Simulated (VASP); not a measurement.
Input:

```xyz
2
Lattice="0.0000 3.6520 3.6520 3.6520 0.0000 3.6520 3.6520 3.6520 0.0000" Properties=species:S:1:pos:R:3 pbc="T T T"
Ba     0.0000     0.0000     0.0000
Te     1.8260     1.8260     1.8260
```

Calculation: PBEsol GGA, VASP's PBE PAW potentials (set 64) (plane waves; VASP). Settings: 500 eV cut-off, 6×6×6 Γ-centred mesh, Gaussian smearing of 0.050 eV, potentials Ba_sv Te.

Estimate the energy per atom (σ→0), pressure.

```
Item                           Result
---------------------  --------------
energy per atom (σ→0)  -4.141 eV/atom
pressure                     4.96 GPa
```

Only differences to runs with the same potentials and settings are physical.

The structure was generated: BaTe was put into the zinc blende type (F-43m), which need not be its known phase. It was relaxed first under an external pressure of 5 GPa.
